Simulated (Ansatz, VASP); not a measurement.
LaSb: VASP beside Ansatz

```
La Sb
1.0
     0.00000    3.20075    3.20075
     3.20075    0.00000    3.20075
     3.20075    3.20075    0.00000
La Sb
1 1
Direct
  0.00000 0.00000 0.00000
  0.50000 0.50000 0.50000
```

Alike in both runs: functional LDA; k mesh 12 × 12 × 12; occupations gaussian, width 0.1 eV; no spin polarisation.

Ansatz relaxed the structure, and its values are those at the end. VASP's run is a single point on that final structure, the one shown.

|  | VASP | Ansatz |
| --- | --- | --- |
| version | VASP 6.6.1 | Ansatz 0.2.0 |
| potentials or method | VASP PAW LDA potentials, release 64 (La, Sb) | scalar-relativistic, plane waves, PAW |
| plane-wave cutoff (eV) | 520 | 420 |
| valence electrons in the cell | 16 | 26 |

```tsv
	VASP	Ansatz	Ansatz less VASP
gap on the k mesh at the Fermi level (eV)	none	none	-
pressure (GPa)	0.0	0.0	-0.06
```

A gap of «none» marks a metal or a gap that the smearing closes. The two sets of potentials don't hold the same shells in valence.

The runs have no spin-orbit coupling, so splittings on La, Sb are missing.
